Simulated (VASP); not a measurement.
Input for VASP

KPOINTS:
```
Automatic mesh
0
gamma
19 19 19
0 0 0
```

INCAR:
```
! general
SYSTEM    =  Cu
PREC      =  Accurate
ENCUT     =  520
LREAL     =  .FALSE.   ! projection in real space or not
LASPH     =  .TRUE.   ! aspherical one-centre terms

! electronic loop
EDIFF     =  1E-7   ! SCF stop (eV)
NELM      =  100   ! most electronic steps
ALGO      =  Normal   ! blocked Davidson
LMAXMIX   =  4

! smearing
ISMEAR    =  -5   ! tetrahedra, Bloechl

! functional
GGA       =  BO
LUSE_VDW  =  .TRUE.
AGGAC     =  0.0
PARAM1    =  0.1833333333
PARAM2    =  0.22

! ions
ISIF      =  2   ! forces and stress, cell fixed

! output
LWAVE     =  .FALSE.
LCHARG    =  .TRUE.
LORBIT    =  11   ! lm-projected
NEDOS     =  601
```

POSCAR:
```
Cu
1
    0.0000000000     1.8140301518     1.8140301518
    1.8140301518     0.0000000000     1.8140301518
    1.8140301518     1.8140301518    -0.0000000000
Cu
1
Direct
  0.0000000000   0.0000000000   0.0000000000
```

POTCAR, in this order: Cu (PBE.64 set). Program: vasp_std.

Task: Write an equivalent input for Quantum ESPRESSO's pw.x.

Result: One equivalent input (not run):
```
&CONTROL
  calculation = 'scf'
  pseudo_dir = './pseudo'
  outdir = './out'
  tprnfor = .true.
  tstress = .true.
/
&SYSTEM
  ibrav = 0
  nat = 1
  ntyp = 1
  ecutwfc = 92
  occupations = 'tetrahedra'
  input_dft = 'vdw-df-obk8'
/
&ELECTRONS
  conv_thr = 7.3e-09
  electron_maxstep = 100
/
ATOMIC_SPECIES
  Cu 63.546 Cu.upf
CELL_PARAMETERS angstrom
     0.0000000    1.8140302    1.8140302
     1.8140302    0.0000000    1.8140302
     1.8140302    1.8140302   -0.0000000
ATOMIC_POSITIONS crystal
  Cu   0.0000000  0.0000000  0.0000000
K_POINTS automatic
  19 19 19 0 0 0
```
Limits of the translation: the potentials are each code's own (VASP's PAW set, PseudoDojo norm-conserving files in pw.x), so ENCUT and ecutwfc are chosen apart and not converted; conv_thr bounds pw.x's estimated SCF error, while EDIFF bounds the energy change between steps.

The compound is Cu in the fcc structure. It was relaxed first.
